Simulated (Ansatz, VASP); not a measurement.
## BPd3C: VASP beside Ansatz

Wanted: the spread between two codes on one cell, functional and k mesh. The cell is generated by rule, not measured, and may not be a known phase. The cell is taken from a series of runs on this material, whose earlier steps may have relaxed, scaled, displaced or heated it; both programs get it as it stands.

Main program and level: Ansatz 0.2.0; plane waves, with VASP 6.6.1 beside it; zone-centre phonons at PBEsol.

The structure was built from a prototype and need not be the compound's stable phase.

### 1. Set-up

It takes space group Pm-3m (No. 221, cubic). The conventional cell has a = 4.004 Å, b = 4.004 Å, c = 4.004 Å, α = 90.00°, β = 90.00°, γ = 90.00°. Nearest to B lie 12 Pd at 2.83 Å. Pd has 2 C at 2.00 Å and 4 B at 2.83 Å and 8 Pd at 2.83 Å nearest. C has 6 Pd at 2.00 Å nearest. Farther neighbours are not listed.

Coordinates:

```
B Pd C
1.0
     4.00387    0.00000    0.00000
     0.00000    4.00387    0.00000
     0.00000    0.00000    4.00387
B Pd C
1 3 1
Cartesian
  0.0000 0.0000 0.0000
  0.0000 2.0019 2.0019
  2.0019 0.0000 2.0019
  2.0019 2.0019 0.0000
  2.0019 2.0019 2.0019
```

### 2. VASP: zone-centre phonons, PBEsol

Second derivatives magnify differences that forces hide, and they need a tight electronic threshold.

Lines of VASP's logs that name or quote its potential files are left out, and so is its time.

Input file INCAR:

```
SYSTEM = BPd3C
PREC = Accurate
ENCUT = 600
EDIFF = 1E-08
NELM = 120
ISMEAR = 1
SIGMA = 0.15
LREAL = .FALSE.
ALGO = Normal
GGA = PS
NBANDS = 24
LASPH = .TRUE.
LORBIT = 11
LWAVE = .FALSE.
LCHARG = .FALSE.
ISIF = 2
IBRION = 8
GGA_COMPAT = .FALSE.
KPAR = 2
```

Input file POSCAR:

```
BPd3C
1.0
    4.0038716247      0.0000000000      0.0000000000
    0.0000000000      4.0038716247      0.0000000000
    0.0000000000      0.0000000000      4.0038716247
B Pd C
1 3 1
Direct
    0.0000000000      0.0000000000      0.0000000000
    0.0000000000      0.5000000000      0.5000000000
    0.5000000000      0.0000000000      0.5000000000
    0.5000000000      0.5000000000      0.0000000000
    0.5000000000      0.5000000000      0.5000000000
```

Input file KPOINTS:

```
Automatic mesh
0
Gamma
8 8 8
0 0 0
```

Potentials, in the order of the species: B, Pd and C (PBE family, release 64).

Launch:

```bash
> mpirun -np 2 vasp_std
```

Numbers of over 12 decimals in the logs are rounded to 6 here.

The log of the run:

```text
[banner, memory and clock lines left out]
running    2 mpi-ranks, on    1 nodes
 distrk:  each k-point on    1 cores,    2 groups
 distr:  one band on    1 cores,    1 groups

 POSCAR found type information on POSCAR B PdC
 POSCAR found :  3 types and       5 ions
|                                                                             |
|               ----> ADVICE to this user running VASP <----                  |
|                                                                             |
|     You enforced a specific xc type in the INCAR file but a different       |
|     [... a line on the potential file left out ...]
|     I HOPE YOU KNOW WHAT YOU ARE DOING!                                     |
|                                                                             |

 LDA part: xc-table for (Slater+PW92), standard interpolation
 POSCAR, INCAR and KPOINTS ok, starting setup
 FFT: planning ... GRIDC
 FFT: planning ... GRID_SOFT
 FFT: planning ... GRID
 WAVECAR not read
 entering main loop
       N       E                     dE             d eps       ncg     rms          rms(c)
DAV:   1     0.242682232006E+03    0.24268E+03   -0.20402E+04  1680   0.166E+03
DAV:   2    -0.225896294481E+02   -0.26527E+03   -0.25492E+03  1936   0.342E+02
DAV:   3    -0.327319290155E+02   -0.10142E+02   -0.99693E+01  1960   0.679E+01
DAV:   4    -0.328643954427E+02   -0.13247E+00   -0.13226E+00  1984   0.813E+00
DAV:   5    -0.328662067590E+02   -0.18113E-02   -0.18112E-02  2056   0.926E-01    0.270E+01
DAV:   6    -0.304070894404E+02    0.24591E+01   -0.15524E+01  2032   0.307E+01    0.110E+01
DAV:   7    -0.300664038411E+02    0.34069E+00   -0.19696E+00  1936   0.123E+01    0.787E+00
DAV:   8    -0.300294824247E+02    0.36921E-01   -0.28981E-01  2008   0.348E+00    0.189E+00
DAV:   9    -0.300104465441E+02    0.19036E-01   -0.49809E-02  1912   0.120E+00    0.321E-01
DAV:  10    -0.300091455728E+02    0.13010E-02   -0.91885E-03  1864   0.550E-01    0.184E-01
DAV:  11    -0.300090054514E+02    0.14012E-03   -0.14397E-03  1944   0.227E-01    0.595E-02
DAV:  12    -0.300089671733E+02    0.38278E-04   -0.14011E-04  1944   0.590E-02    0.244E-02
DAV:  13    -0.300089673160E+02   -0.14275E-06   -0.12540E-05  2032   0.227E-02    0.395E-03
DAV:  14    -0.300089670508E+02    0.26526E-06   -0.78274E-07  1992   0.590E-03    0.119E-03
DAV:  15    -0.300089670315E+02    0.19294E-07   -0.32342E-08  1816   0.150E-03    0.405E-04
DAV:  16    -0.300089670399E+02   -0.84437E-08   -0.24841E-09  1160   0.396E-04
   1 F= -.30008967E+02 E0= -.30010421E+02  d E =0.436322E-02
 Linear response reoptimize wavefunctions to high precision
DAV:   1    -0.300089670389E+02    0.10268E-08   -0.48362E-10  1224   0.136E-04
DAV:   2    -0.300089670389E+02   -0.40473E-10   -0.12155E-10  1000   0.659E-05
 Linear response DOF=           4
 Linear response progress:
  Degree of freedom:   1/  4
       N       E                     dE             d eps       ncg     rms          rms(c)
RMM:   1    -0.305779908578E-01   -0.30578E-01    0.73076E-03  7317   0.672E-01
RMM:   2    -0.304429643810E-01    0.13503E-03   -0.95735E-04  5578   0.124E-01    0.378E-02
RMM:   3    -0.304069427141E-01    0.36022E-04   -0.49305E-05  5594   0.349E-02    0.215E-02
RMM:   4    -0.303559114295E-01    0.51031E-04   -0.18226E-05  5563   0.220E-02    0.657E-03
RMM:   5    -0.303208581833E-01    0.35053E-04   -0.91818E-07  5617   0.633E-03    0.928E-04
RMM:   6    -0.303203026602E-01    0.55552E-06   -0.76095E-08  5685   0.145E-03    0.732E-04
RMM:   7    -0.303201677288E-01    0.13493E-06   -0.10357E-08  5645   0.766E-04    0.256E-04
RMM:   8    -0.303200135317E-01    0.15420E-06   -0.20587E-09  5669   0.258E-04    0.101E-04
RMM:   9    -0.303200034673E-01    0.10064E-07   -0.13649E-09  5638   0.913E-05    0.385E-05
RMM:  10    -0.303200821599E-01   -0.78693E-07   -0.11663E-09  5788   0.306E-05    0.147E-05
RMM:  11    -0.303201065186E-01   -0.24359E-07   -0.91712E-10  5806   0.142E-05    0.474E-06
RMM:  12    -0.303200901944E-01    0.16324E-07   -0.17343E-09  5482   0.602E-06    0.962E-07
RMM:  13    -0.303200887989E-01    0.13956E-08   -0.67629E-10  4810   0.297E-06    0.325E-07
 first order change of Fermi-energy   0.63959E-05
 force on displaced ion       1 direction 1 :   2.894  -0.000  -0.000
 Linear response progress:
  Degree of freedom:   2/  4
       N       E                     dE             d eps       ncg     rms          rms(c)
RMM:   1    -0.270224903725E+00   -0.27022E+00   -0.31088E-01  6469   0.319E+00
RMM:   2    -0.255672970544E+00    0.14552E-01   -0.11986E-02  5423   0.611E-01    0.152E-01
RMM:   3    -0.256049069983E+00   -0.37610E-03   -0.28028E-04  5606   0.920E-02    0.874E-02
RMM:   4    -0.256471149715E+00   -0.42208E-03   -0.71596E-05  5604   0.463E-02    0.192E-02
RMM:   5    -0.256563020358E+00   -0.91871E-04   -0.70514E-06  5647   0.166E-02    0.104E-02
RMM:   6    -0.256578522109E+00   -0.15502E-04   -0.26315E-06  5581   0.921E-03    0.326E-03
RMM:   7    -0.256592850038E+00   -0.14328E-04   -0.41848E-07  5637   0.249E-03    0.507E-04
RMM:   8    -0.256594400843E+00   -0.15508E-05    0.95551E-08  5663   0.639E-04    0.218E-04
RMM:   9    -0.256594895930E+00   -0.49509E-06    0.59907E-08  5691   0.345E-04    0.839E-05
RMM:  10    -0.256594840260E+00    0.55670E-07   -0.24257E-08  5793   0.837E-05    0.348E-05
RMM:  11    -0.256594836565E+00    0.36953E-08   -0.24462E-08  5700   0.405E-05    0.117E-05
 first order change of Fermi-energy   0.26814E-03
 force on displaced ion       2 direction 1 : -19.853   0.000   0.000
 Linear response progress:
  Degree of freedom:   3/  4
       N       E                     dE             d eps       ncg     rms          rms(c)
RMM:   1    -0.267932558219E+00   -0.26793E+00   -0.29160E-01 10411   0.316E+00
RMM:   2    -0.261955698534E+00    0.59769E-02   -0.78688E-03  9046   0.506E-01    0.150E-01
RMM:   3    -0.261973370167E+00   -0.17672E-04   -0.26026E-04  9161   0.948E-02    0.836E-02
RMM:   4    -0.262296710059E+00   -0.32334E-03   -0.37240E-04  9233   0.983E-02    0.164E-02
RMM:   5    -0.262232447902E+00    0.64262E-04   -0.13634E-05  9190   0.228E-02    0.794E-03
RMM:   6    -0.262218791946E+00    0.13656E-04   -0.36180E-06  9354   0.873E-03    0.409E-03
RMM:   7    -0.262222743497E+00   -0.39516E-05   -0.11242E-07  9187   0.462E-03    0.859E-04
RMM:   8    -0.262208378815E+00    0.14365E-04   -0.18529E-07  9279   0.194E-03    0.534E-04
RMM:   9    -0.262204414070E+00    0.39647E-05    0.37085E-08  9460   0.432E-04    0.288E-04
RMM:  10    -0.262201553483E+00    0.28606E-05   -0.43230E-08  9210   0.337E-04    0.572E-05
RMM:  11    -0.262200963285E+00    0.59020E-06   -0.33550E-07  9918   0.842E-05    0.228E-05
RMM:  12    -0.262200745052E+00    0.21823E-06   -0.22128E-07  9588   0.412E-05    0.621E-06
RMM:  13    -0.262200706744E+00    0.38308E-07   -0.58247E-08  9917   0.214E-05    0.480E-06
RMM:  14    -0.262200726114E+00   -0.19369E-07   -0.37990E-08  9264   0.121E-05    0.285E-06
RMM:  15    -0.262200754907E+00   -0.28793E-07    0.38747E-09  9106   0.119E-05    0.607E-07
RMM:  16    -0.262200748156E+00    0.67516E-08   -0.42332E-09  4963   0.848E-06    0.191E-07
 first order change of Fermi-energy  -0.49839E-04
 force on displaced ion       2 direction 2 :   0.000   2.615   0.000
 Linear response progress:
  Degree of freedom:   4/  4
       N       E                     dE             d eps       ncg     rms          rms(c)
RMM:   1    -0.124887921025E+00   -0.12489E+00    0.83032E-02  7797   0.174E+00
RMM:   2    -0.121383599326E+00    0.35043E-02   -0.52491E-03  5534   0.388E-01    0.160E-01
RMM:   3    -0.121607922297E+00   -0.22432E-03   -0.11675E-03  5473   0.164E-01    0.770E-02
RMM:   4    -0.122076622524E+00   -0.46870E-03   -0.32432E-04  5488   0.827E-02    0.240E-02
RMM:   5    -0.122155553517E+00   -0.78931E-04   -0.11021E-05  5656   0.231E-02    0.749E-03
RMM:   6    -0.122166204483E+00   -0.10651E-04   -0.80699E-06  5632   0.792E-03    0.366E-03
RMM:   7    -0.122170570069E+00   -0.43656E-05    0.10364E-06  5616   0.372E-03    0.914E-04
RMM:   8    -0.122166085184E+00    0.44849E-05    0.11253E-07  5573   0.132E-03    0.263E-04
RMM:   9    -0.122165540358E+00    0.54483E-06   -0.23114E-08  5787   0.202E-04    0.137E-04
RMM:  10    -0.122165763744E+00   -0.22339E-06   -0.22046E-08  5693   0.188E-04    0.337E-05
RMM:  11    -0.122165776680E+00   -0.12937E-07   -0.63945E-08  5928   0.541E-05    0.156E-05
RMM:  12    -0.122165775084E+00    0.15964E-08   -0.65554E-08  5757   0.246E-05    0.573E-06
 first order change of Fermi-energy   0.67640E-04
 force on displaced ion       5 direction 1 :  -7.097  -0.000  -0.000
 Linear response finished
```

[end of part 1 of 2]

[Lines on the potential files, build, host, timing and source positions are cut from VASP's logs without a mark.]

[Logs are printed without paths, hosts, clocks, repeated set-up lines and the standing remarks that a program may print on its own settings, such as how far it seeks lower states.]

[Hosts, paths, dates, database ids (printed as entryN), source tags and the programs' standing remarks are cut or masked in the printed files.]
